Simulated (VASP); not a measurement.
Input:

```
CELL_PARAMETERS angstrom
      2.95768     0.00000     0.00000
      0.00000     2.95768     0.00000
      0.00000     0.00000     2.95768
ATOMIC_POSITIONS crystal
  Y  0.00000 0.00000 0.00000
  N  0.50000 0.50000 0.50000
```

Calculation: PBEsol GGA, VASP's PBE PAW potentials (set 64) (plane waves; VASP 6.6.1). Settings: 520 eV cut-off, Gaussian smearing of 0.050 eV, potentials Y_sv N.

### Question
Give the energies of bands 6 to 11 at the high-symmetry points, in eV from the Fermi level.

### Answer

```tsv
band	Γ	X	M	R
6	-0.76	-5.07	-2.19	-4.96
7	-0.76	-1.27	-2.19	-4.96
8	0.08	-1.27	0.39	-4.96
9	0.08	0.39	0.75	8.12
10	0.08	6.46	3.30	8.12
11	5.23	7.65	4.27	8.12
```

It has no gap at this level: it comes out as a metal or semimetal.

The structure was generated: YN was put into the CsCl type type (Pm-3m), which need not be its known phase. It was relaxed first, which changed the volume by -34 %.
